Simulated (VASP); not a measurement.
Wanted: the native input for a VASP 6.6.1 run.

```
Task                   : single point
Functional             : PBE
Potentials or basis    : VASP PAW PBE potentials, release 64 (Co, Si)
Cutoff                 : 520 eV
k mesh                 : 4 × 4 × 4
Occupations            : gaussian, width 0.1 eV
Spin                   : no spin polarisation
Dipole correction      : no
Further INCAR settings : ALGO = Normal; EDIFF = 1e-07; NBANDS = 36
```

The structure of CoSi lies in POSCAR:

```
CoSi
1.0
    4.3831180000      0.0000000000      0.0000000000
    0.0000000000      4.3831180000      0.0000000000
    0.0000000000      0.0000000000      4.3831180000
Co Si
4 4
Direct
    0.8540970000      0.6459030000      0.3540970000
    0.6459030000      0.3540970000      0.8540970000
    0.3540970000      0.8540970000      0.6459030000
    0.1459030000      0.1459030000      0.1459030000
    0.1565390000      0.3434610000      0.6565390000
    0.3434610000      0.6565390000      0.1565390000
    0.6565390000      0.1565390000      0.3434610000
    0.8434610000      0.8434610000      0.8434610000
```

The cell is a database's computed one.

These files were run (other wordings do the same):

INCAR

```
SYSTEM = CoSi
PREC = Accurate
ENCUT = 520
EDIFF = 1E-7
ISMEAR = 0
SIGMA = 0.1
LREAL = .FALSE.
LASPH = .TRUE.
NELM = 100
ALGO = Normal
ISIF = 2
LWAVE = .FALSE.
LCHARG = .FALSE.
GGA = PE
NBANDS = 36
```

KPOINTS

```
Automatic mesh
0
G
  4 4 4
  0 0 0
```

Potentials or basis: VASP PAW PBE potentials, release 64 (Co, Si).

Run with:

```sh
$ cat potpaw_PBE.64/Co/POTCAR potpaw_PBE.64/Si/POTCAR > POTCAR
$ mpirun -np 1 vasp_std > vasp.out
```

It gave:

The pressure is 7.6 GPa. The largest force is 0.020 eV/Å and the band gap on the k mesh is none (metal or under the smearing width).

Wall time 26 s on 1 thread of AMD EPYC 9R45 96-Core Processor (Zen 5) (shared host), peak memory 0.17 GiB.
